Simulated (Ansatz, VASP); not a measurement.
# CdSe: VASP beside Ansatz, part 2 of 2

One calculation is typed for both programs; each brings its own data sets. How far apart do they land? The cell is taken from a series of runs on this material, whose earlier steps may have relaxed, scaled, displaced or heated it; both programs get it as it stands.

VASP 6.6.1 and Ansatz 0.2.0.

So far: The structure; VASP: dielectric response, r2SCAN.

**3. Ansatz: dielectric response, r2SCAN**

Level of this step: Ansatz beside VASP: Kohn-Sham DFT, plane waves, r2SCAN (Ansatz).

Ansatz runs on its default PAW (the set named soft_2) files.

The same cell, functional and mesh now go to Ansatz, which takes its cutoff from its data sets.

Contents of input.yaml:

```yaml
crystal:
  lattice:
    - [0.0, 3.0702711986, 3.0702711986]
    - [3.0702711986, 0.0, 3.0702711986]
    - [3.0702711986, 3.0702711986, 0.0]
  atoms:
    - { symbol: Cd, position: [0.0, 0.0, 0.0] }
    - { symbol: Se, position: [0.25, 0.25, 0.25] }
kpoints:
  mp_grid: { grid: [6, 6, 6] }
scf:
  occupations: { method: fixed }
hamiltonian:
  xc: r2scan
  pseudopotentials: { kind: paw }
dielectric: {}
```

The run is started by

```
ansatz run input.yaml --threads 4 --pin off --max-ram 8192MiB --backend cpu --events-out ev --progress --plain --runs-dir out
```

Numbers of over 12 decimals in the logs are rounded to 6 here.

The program printed:

```text
Engine: ansatz 0.2.0, aarch64-unknown-linux-gnu
Pseudopotentials: kind: paw
Pseudopotential: Cd, paw, valence charge 20, recommended cutoff 500 eV (meta_gga), Cd.paw.azcp
Pseudopotential: Se, paw, valence charge 16, recommended cutoff 500 eV (meta_gga), Se.paw.azcp
Functional definition: r2SCAN
  parameter k0 = 0.174
  parameter k1 = 0.065
  parameter a1 = 4.9479
  exchange = r2scan_x(k0 = k0, k1 = k1, a1 = a1)
  correlation = r2scan_c
Crystal: 2 atoms, lattice volume = 57.884 Å³
Basis set: ecut = 500 eV, 1459 PW (Γ), exchange–correlation on 128×128×128 points (64 copies of the dense FFT grid, shifted against one another)
Bands: 22, of which v1, the nominal top of the filled ones, is band 18 counted from 1 (17 counted from 0)
Symmetry: 24 space group operations
k-points: 46 of 216 (irreducible under 4 space group operations, time reversal used)
Non-local potential: Cd, projectors of the file, l = 0: 3, l = 1: 2, l = 2: 2, l = 3: 1
Non-local potential: Se, projectors of the file, l = 0: 2, l = 1: 2, l = 2: 3, l = 3: 1
PAW form: soft (Blöchl's): semilocal exchange-correlation on the pseudo side does not see the compensation charge
PAW frozen core: Cd, regenerated for the run's functional (the file was generated under x = pbe(κ = 0.804, μ = 0.219515), c = pbe(β = 0.066725))
PAW frozen core: Se, regenerated for the run's functional (the file was generated under x = pbe(κ = 0.804, μ = 0.219515), c = pbe(β = 0.066725))
PAW one-centre angular grid: Cd, 590 points (default); XC on 160 Gauss nodes
PAW one-centre angular grid: Se, 590 points (default); XC on 160 Gauss nodes
Initial density: superposition of atomic densities (neutral atoms: chi_scale 0, normalization atom), corrected by the library's trained network
Initial wavefunctions: pseudopotential atomic-orbital guess
Functional: x = r2scan, c = r2scan; τ floored in thin density (d = 2e-4 eV/Å³)
SCF iter   1: F=—  HF=-13747.824727 eV  |F-HF|=—  |Δ(HF+E_count)|=         —  Δρ=5.19e-3  dr2=9.72e-3  dr2_τ=1.50e-2  ethr=1.77e-3  ⟨swp⟩=4.9  Hψ=3758  notcnv=0  defer=84
preconditioner: auto → none  [insulator: Δε(μ)=1.038 eV  Ē_g=12.724 eV  n_scr=14 (ndim 8)  ℏωp=20.7 eV  f_vac=0.216  ε∞_Penn≈3.6]
SCF iter   2: F=—  HF=-13747.832273 eV  |F-HF|=—  |Δ(HF+E_count)|=   7.55e-3  Δρ=2.46e-3  dr2=1.33e-3  dr2_τ=4.31e-4  ethr=2.70e-5  ⟨swp⟩=2.8  Hψ=2170  notcnv=0  defer=88
SCF iter   3: F=—  HF=-13747.833095 eV  |F-HF|=—  |Δ(HF+E_count)|=   8.22e-4  Δρ=8.78e-4  dr2=2.35e-4  dr2_τ=2.84e-5  ethr=3.71e-6  ⟨swp⟩=2.1  Hψ=1322  notcnv=0  defer=88
SCF iter   4: F=—  HF=-13747.833193 eV  |F-HF|=—  |Δ(HF+E_count)|=   9.84e-5  Δρ=1.23e-4  dr2=8.09e-6  dr2_τ=4.63e-7  ethr=6.52e-7  ⟨swp⟩=2.0  Hψ=1522  notcnv=0  defer=88
SCF iter   5: F=—  HF=-13747.833169 eV  |F-HF|=—  |Δ(HF+E_count)|=   2.38e-5  Δρ=3.72e-5  dr2=3.05e-7  dr2_τ=2.03e-8  ethr=2.25e-8  ⟨swp⟩=2.3  Hψ=1704  notcnv=0
SCF iter   6: F=—  HF=-13747.833173 eV  |F-HF|=—  |Δ(HF+E_count)|=   3.75e-6  Δρ=7.63e-6  dr2=2.72e-8  dr2_τ=3.57e-9  ethr=8.47e-10  ⟨swp⟩=2.0  Hψ=1426  notcnv=0
SCF iter   7: F=—  HF=-13747.833173 eV  |F-HF|=—  |Δ(HF+E_count)|=   6.39e-9  Δρ=1.69e-6  dr2=2.20e-9  dr2_τ=2.48e-10  ethr=7.55e-11  ⟨swp⟩=2.8  Hψ=1816  notcnv=0
SCF iter   8: F=-13747.833173 eV  HF=-13747.833173 eV  |F-HF|=1.82e-11  |Δ(HF+E_count)|=  8.20e-10  Δρ=1.70e-7  dr2=1.09e-11  dr2_τ=1.67e-12  ethr=1.00e-12  ⟨swp⟩=3.3  Hψ=3476  notcnv=0
SCF 1 converged in 8 iterations: F = -13747.833173 eV  dr2 = 1.09e-11
  greatest PAW one-centre occupation: 1.001 electrons in one spin orbital (limit 2), on the Cd atom at site 0 (counted from 0), in its partial waves of l = 1
NSCF: frozen V_eff on 2 k-points
DFPT response loops at Γ: preconditioner auto → none (the input reference at scf.mixing.eps_inf says where Resta's filter doesn't serve); β = 0.50; Broyden in place of MSR1
── the response to a field inside a basis, on 8×8×8 k-points: an SCF that follows is theirs, and a resumed run solves both again ──
Bands: 19, of which v1, the nominal top of the filled ones, is band 18 counted from 1 (17 counted from 0)
k-points: 60
Initial density: handed on by an earlier stage of this run
Initial wavefunctions: pseudopotential atomic-orbital guess (no wavefunctions were taken with the density)
Eigensolver: Dense (60 Hₖ)
SCF iter   1: F=—  HF=-13747.831223 eV  |F-HF|=—  |Δ(HF+E_count)|=         —  Δρ=1.88e-4  dr2=1.73e-5  dr2_τ=1.37e-5  ethr=1.00e-1
preconditioner: auto → none  [insulator: Δε(μ)=1.108 eV  Ē_g=10.289 eV  n_scr=14 (ndim 8)  ℏωp=20.7 eV  f_vac=0.213  ε∞_Penn≈5.1]
SCF iter   2: F=—  HF=-13747.831225 eV  |F-HF|=—  |Δ(HF+E_count)|=   1.49e-6  Δρ=8.09e-5  dr2=1.16e-6  dr2_τ=5.42e-7  ethr=4.80e-8
SCF iter   3: F=—  HF=-13747.831226 eV  |F-HF|=—  |Δ(HF+E_count)|=   1.31e-6  Δρ=3.99e-5  dr2=2.47e-7  dr2_τ=1.06e-7  ethr=3.22e-9
SCF iter   4: F=-13747.831227 eV  HF=-13747.831227 eV  |F-HF|=1.80e-8  |Δ(HF+E_count)|=   5.75e-7  Δρ=8.50e-6  dr2=1.29e-8  dr2_τ=3.48e-9  ethr=6.86e-10
SCF 1 converged in 4 iterations: F = -13747.831227 eV  dr2 = 1.29e-8
DFPT response loops at Γ: mixed as the last ones told, above
SCF converged after 8 iterations
Free energy (F): -13747.833173 eV
Harris-Foulkes:  -13747.833173 eV  (|F-HF|=1.82e-11)
Internal energy: -13747.833173 eV  (E = F + TS)
E sigma→0 (E₀):  -13747.833173 eV
Fermi energy:    6.774686 eV
--- Per-component energies (eV) ---
  E_band       = -940.063981
  E_kinetic    = 624.054330
  E_local      = -6445.614871  (includes V_loc(G=0)·N_el)
  E_nonlocal   = -560.651030
  E_hartree    = 3062.933841
  E_xc         = -266.501823
  E_vxc        = -351.471154  (∫ρ·V_xc dr)
  E_paw        = -6031.437523  (= ΣΔE_a)
  E_vpaw       = -354.770362  (= ΣTr[D̂ρ^β])
  E_aug_tail   = -0.000202  (compensation charges beyond the density's cutoff)
  E_vtau       = 22.521796  (kinetic-family band-sum trace: ∫τ·v_τ [+ j·A + Jᵃ·Aᵃ] dr)
  E_ewald      = -4128.286353
  E_core_change = -2.329541  (= ΣΔE_core)
  E_smearing   = -0.000000  (= −TS)
  E_closure    = -0.000000  (closes the sum)
  Σ components = -13747.833173   (vs F -13747.833173, Δ=0.00e0)
--- Band table (eV; the first three rows and the last of 46) ---
  k-point 0: bands = [... 14 lower, -0.9736, 6.7747, 6.7747, 6.7747, 7.8050, 13.2610, 13.2610, 13.2610]
  k-point 1: bands = [... 14 lower, -0.9741, 5.1825, 6.5763, 6.5763, 9.0469, 12.9397, 13.5774, 13.5774]
  k-point 2: bands = [... 14 lower, -0.9469, 3.3759, 6.2216, 6.2216, 9.6126, 13.6990, 13.7899, 13.7899]
  k-point 45: bands = [... 14 lower, -0.5587, 2.8950, 4.5401, 5.2876, 11.5955, 12.4327, 13.8149, 15.6675]
--- Dielectric response (ions clamped): 3 representative field directions + reference, inside a basis on a mesh of 512 k-points (Σ response iterations 15) ---
  ε∞ (high-frequency dielectric tensor):
        6.570666     0.000000     0.000000
        0.000000     6.570666     0.000000
        0.000000     0.000000     6.570666
  Born effective charges Z* (e; rows j = field, columns β = displacement):
    site 0:
         2.26450    0.00000    0.00000
         0.00000    2.26450    0.00000
        -0.00000    0.00000    2.26450
    site 1:
        -2.26450   -0.00000   -0.00000
        -0.00000   -2.26450   -0.00000
         0.00000   -0.00000   -2.26450
  Z* charge neutrality: 2.250e-3 e pre-enforcement
  solved inside a basis spanned on kpoints, on 8×8×8 k-points transformed towards the longest dipole: ε∞ is read to err by 2.0e-2, Z* by 2.2e-2 e (field_mesh: kpoints solves on kpoints); Z* is corrected for what the basis lacks
```

**4. Differences**

Known differences besides the potentials themselves: VASP keeps PBE cores, Ansatz makes them for the functional; fixed occupations in Ansatz, narrow Gaussian smearing in VASP; VASP's response is taken on the typed mesh, Ansatz refines its own for the field response alone; the data sets hold 36 valence electrons in Ansatz (on its default PAW (the set named soft_2) files) and 18 in VASP; the cutoff is 500 eV in Ansatz and 440 eV in VASP; VASP takes ε∞ from a finite field, Ansatz from linear response. Total energies have different zeros and are not compared.

Both answers:

```
quantity  Ansatz  VASP  difference
   ε∞ xx    6.57  6.38     +3.02 %
   ε∞ yy    6.57  6.38     +3.02 %
   ε∞ zz    6.57  6.38     +3.02 %
```

**5. What came out**

```yaml
difference_in_eps_infinity_xx_dielectric_response_r2scan: 3.0 %
```

**Reading.** The difference in ε∞ xx is 3.0 % (dielectric response, r2SCAN), within the 5 % picked in this series as the mark of a large difference. The data sets hold unlike numbers of valence electrons (36 in Ansatz and 18 in VASP), so part of the differences comes from the potentials. Such differences can come from data sets, numerical settings and the points named under the comparisons, not from the functional's error against experiment.

[Lines on the potential files, build, host, timing and source positions are cut from VASP's logs without a mark.]

[Logs are printed without paths, hosts, clocks, repeated set-up lines and the standing remarks that a program may print on its own settings, such as how far it seeks lower states.]

[Hosts, paths, dates, database ids (printed as entryN), source tags and the programs' standing remarks are cut or masked in the printed files.]
